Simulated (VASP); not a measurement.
Level of theory: PBE GGA with D4 dispersion, VASP's PBE PAW potentials (set 64) (plane waves; VASP).

A VASP calculation is set up with these files.

POSCAR:
```
Nb
1
   -1.6613780987     1.6613780987     1.6613780987
    1.6613780987    -1.6613780987     1.6613780987
    1.6613780987     1.6613780987    -1.6613780987
Nb
1
Direct
  0.0000000000   0.0000000000   0.0000000000
```

INCAR:
```
ALGO=Normal
EDIFF=1E-7
ENCUT=520
GGA=PE
ISIF=2
ISMEAR=1
IVDW=13
LASPH=.TRUE.
LCHARG=.FALSE.
LMAXMIX=4
LREAL=.FALSE.
LWAVE=.FALSE.
NELM=100
PREC=Accurate
SIGMA=0.1
SYSTEM=Nb
```

### KPOINTS
```
Automatic
0
Gamma
  16 16 16
0 0 0
```

POTCAR, in this order: Nb_sv (PBE.64 set). Program: vasp_std.

Output of the run:

File OSZICAR:
```
       N       E                     dE             d eps       ncg     rms          rms(c)
DAV:   1     0.115133555486E+03    0.11513E+03   -0.75355E+03  2932   0.130E+03
DAV:   2    -0.517649532606E+01   -0.12031E+03   -0.11760E+03  3136   0.445E+02
DAV:   3    -0.103724475032E+02   -0.51960E+01   -0.49513E+01  4340   0.782E+01
DAV:   4    -0.106392612646E+02   -0.26681E+00   -0.26510E+00  4026   0.163E+01
DAV:   5    -0.106511803865E+02   -0.11919E-01   -0.11904E-01  4502   0.271E+00    0.693E+00
DAV:   6    -0.102556078989E+02    0.39557E+00   -0.78996E-01  4498   0.118E+01    0.242E+00
DAV:   7    -0.102103161309E+02    0.45292E-01   -0.23675E-01  4542   0.641E+00    0.961E-01
DAV:   8    -0.102154357270E+02   -0.51196E-02   -0.12548E-02  3378   0.173E+00    0.534E-02
DAV:   9    -0.102154772937E+02   -0.41567E-04   -0.11171E-03  5076   0.374E-01    0.444E-02
DAV:  10    -0.102154972052E+02   -0.19911E-04   -0.28065E-05  3606   0.835E-02    0.160E-02
DAV:  11    -0.102154903655E+02    0.68397E-05   -0.63962E-06  3276   0.511E-02    0.289E-03
DAV:  12    -0.102154902388E+02    0.12669E-06   -0.31846E-07  3786   0.799E-03    0.980E-04
DAV:  13    -0.102154900695E+02    0.16931E-06   -0.17707E-08  1740   0.204E-03    0.205E-04
DAV:  14    -0.102154900673E+02    0.22033E-08   -0.51600E-09  1692   0.132E-03
   1 F= -.10543194E+02 E0= -.10542996E+02  d E =-.595691E-03
```

**OUTCAR**
```
------------------------ aborting loop because EDIFF is reached ----------------------------------------
  Edisp (eV):   -0.32770
  FORCE on cell =-STRESS in cart. coord.  units (eV):
  Direction    XX          YY          ZZ          XY          YZ          ZX
  --------------------------------------------------------------------------------------
  Total      -0.60323    -0.60323    -0.60323     0.00000    -0.00000     0.00000
  in kB     -52.69006   -52.69006   -52.69006     0.00000    -0.00000     0.00000
  external pressure =      -52.69 kB  Pullay stress =        0.00 kB
  volume of cell :       18.34
      direct lattice vectors                 reciprocal lattice vectors
    -1.661378099  1.661378099  1.661378099     0.000000000  0.300954972  0.300954972
     1.661378099 -1.661378099  1.661378099     0.300954972  0.000000000  0.300954972
     1.661378099  1.661378099 -1.661378099     0.300954972  0.300954972  0.000000000
 POSITION                                       TOTAL-FORCE (eV/Angst)
 -----------------------------------------------------------------------------------
      0.00000      0.00000      0.00000         0.000000      0.000000     -0.000000
 -----------------------------------------------------------------------------------
    total drift:                               -0.000000      0.000000      0.000000
  FREE ENERGIE OF THE ION-ELECTRON SYSTEM (eV)
  ---------------------------------------------------
  free  energy   TOTEN  =       -10.5431941591 eV

  energy  without entropy=      -10.5425984680  energy(sigma->0) =      -10.54299560
```
(Selected blocks of OUTCAR.)

The compound is Nb in the bcc structure. This cell is one point of a volume scan, at 1.03 of the reference volume.
